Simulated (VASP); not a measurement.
```
YN
1.0
    0.00000     2.47241     2.47241
    2.47241     0.00000     2.47241
    2.47241     2.47241     0.00000
Y N
1 1
Direct
  0.00000   0.00000   0.00000
  0.50000   0.50000   0.50000
```

Level of theory: r2SCAN meta-GGA, VASP's PBE PAW potentials (set 64) (plane waves; VASP). Run with 520 eV cut-off, 9×9×9 Γ-centred mesh, Gaussian smearing of 0.050 eV, potentials Y_sv N.

Give the stress tensor in GPa (positive for a compressed cell).

```
-4.73   0.00   0.00
 0.00  -4.73   0.00
 0.00   0.00  -4.73
```
The pressure is its mean diagonal, -4.73 GPa.

The compound is YN in the rock salt structure. This cell is one point of a volume scan, at 1.03 of the reference volume.
